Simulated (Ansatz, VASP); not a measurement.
## One calculation of SrCd, two programs

```
Sr Cd
1.0
     4.00300   -0.02002   -0.02002
    -0.02002    4.00300   -0.02002
    -0.02002   -0.02002    4.00300
Sr Cd
1 1
Cartesian
  1.9815 1.9815 1.9815
  0.0000 0.0000 0.0000
```

Change from the starting cell: equal xy, yz and zx shear strains of -1 %.

Alike in both runs: task single point; functional LDA; k mesh 10 × 10 × 10; occupations fermi-dirac, width 0.08 eV; no spin polarisation.

```csv
,VASP,Ansatz
version,VASP 6.6.1,Ansatz 0.2.0
potentials or method,"VASP PAW LDA potentials, release 64 (Sr_sv, Cd), cutoff 520 eV","all-electron LAPW, scalar-relativistic"
```

|  | VASP | Ansatz | Ansatz less VASP |
| --- | --- | --- | --- |
| pressure (GPa) | -1.9 | -2.0 | -0.10 |
| largest component of the traceless stress (GPa) | 0.21 | 0.20 | -0.004 |

Ansatz ran all-electron here, so the differences hold the error of VASP's frozen core and of both bases.
